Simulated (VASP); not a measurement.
These are LDA (Ceperley-Alder, Perdew-Zunger), VASP's LDA PAW potentials (set 64) (plane waves; VASP) values and carry that method's errors. Each cell was relaxed at this level, without spin-orbit coupling.

**Question.** Which of these comes out without a gap?
(A) CaSe, Fm-3m (225)
(B) TaC, Fm-3m (225)
(C) CaO, Fm-3m (225)
(D) CdSe, P6_3mc (186)

**Answer.** B, TaC, Fm-3m (225). The others have gaps of 1.71 eV (CaSe, Fm-3m (225)), 0.50 eV (CdSe, P6_3mc (186)), 3.42 eV (CaO, Fm-3m (225)).
